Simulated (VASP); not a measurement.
Level of theory: PBE GGA, VASP's PBE PAW potentials (set 64) (plane waves; VASP 6.6.1).

A VASP calculation is set up with these files.

INCAR:
```
SYSTEM = Tb
PREC = Single
ENCUT = 400
EDIFF = 1E-6
NELM = 100
ALGO = Normal
LREAL = .FALSE.
LASPH = .TRUE.
ISMEAR = 1
SIGMA = 0.1
GGA = PE
LMAXMIX = 6
LWAVE = .FALSE.
LCHARG = .FALSE.
ISIF = 2
```

### POSCAR
```
Tb
5.690
  0.3163444640  -0.5479246046   0.0000000000
  0.3163444640   0.5479246046   0.0000000000
  0.0000000000   0.0000000000   1.0000000000
Tb
2
Direct
  0.3333330000   0.6666670000   0.2500000000
  0.6666670000   0.3333330000   0.7500000000
```

### KPOINTS
```
Automatic mesh
0
Gamma
11 11 6
0 0 0
```

POTCAR, in this order: Tb_3 (PBE.64 set). Program: vasp_std.

The run wrote:

OSZICAR:
```
       N       E                     dE             d eps       ncg     rms          rms(c)
DAV:   1     0.375759171932E+02    0.37576E+02   -0.78257E+03  1664   0.102E+03
DAV:   2    -0.728357918963E+01   -0.44859E+02   -0.43764E+02  1809   0.231E+02
DAV:   3    -0.906639393646E+01   -0.17828E+01   -0.15918E+01  2276   0.281E+01
DAV:   4    -0.910466230964E+01   -0.38268E-01   -0.37794E-01  1873   0.417E+00
DAV:   5    -0.910581319561E+01   -0.11509E-02   -0.11499E-02  2440   0.557E-01    0.236E+01
DAV:   6    -0.910738008494E+01   -0.15669E-02   -0.21722E-02  1933   0.124E+00    0.141E+01
DAV:   7    -0.911609520939E+01   -0.87151E-02   -0.39951E-02  1924   0.169E+00    0.220E-01
DAV:   8    -0.911577284399E+01    0.32237E-03   -0.21906E-03  1894   0.379E-01    0.593E-02
DAV:   9    -0.911577951405E+01   -0.66701E-05   -0.21534E-04  2044   0.116E-01    0.317E-02
DAV:  10    -0.911577325276E+01    0.62613E-05   -0.34166E-05  1889   0.432E-02    0.408E-02
DAV:  11    -0.911577422321E+01   -0.97045E-06   -0.49974E-06  1829   0.168E-02
   1 F= -.91157742E+01 E0= -.91159669E+01  d E =0.578066E-03
```

OUTCAR:
```
------------------------ aborting loop because EDIFF is reached ----------------------------------------
  FORCE on cell =-STRESS in cart. coord.  units (eV):
  Direction    XX          YY          ZZ          XY          YZ          ZX
  --------------------------------------------------------------------------------------
  Total        0.3168237      0.3168236      0.0459740      0.0000000      0.0000000     -0.0000000
  in kB        7.9484120      7.9484097      1.1533870      0.0000000      0.0000000     -0.0000000
  external PRESSURE =       5.6834029 kB  Pullay stress =       0.0000000 kB
  volume of cell :       63.86
      direct lattice vectors                 reciprocal lattice vectors
     1.800000000 -3.117691000  0.000000000     0.277777778 -0.160375098  0.000000000
     1.800000000  3.117691000  0.000000000     0.277777778  0.160375098  0.000000000
     0.000000000  0.000000000  5.690000000     0.000000000  0.000000000  0.175746924
 POSITION                                       TOTAL-FORCE (eV/Angst)
 -----------------------------------------------------------------------------------
      1.80000      1.03923      1.42250        -0.000000      0.000000      0.000000
      1.80000     -1.03923      4.26750         0.000000     -0.000000      0.000000
 -----------------------------------------------------------------------------------
    total drift:                                0.000003      0.000109     -0.000011
  FREE ENERGIE OF THE ION-ELECTRON SYSTEM (eV)
  ---------------------------------------------------
  free  energy   TOTEN  =        -9.1157742232 eV

  energy  without entropy=       -9.1163522894  energy(sigma->0) =       -9.11596691
```
(Selected blocks of OUTCAR.)

The 4f electrons are frozen in the core of the lanthanide potential, so 4f levels, which can set the real gap, and their magnetism are missing.

The compound is Tb in the hcp structure. The cell was not relaxed at this level. The run is one of a series of settings (PREC = Single against the base run), some of them coarse on purpose.
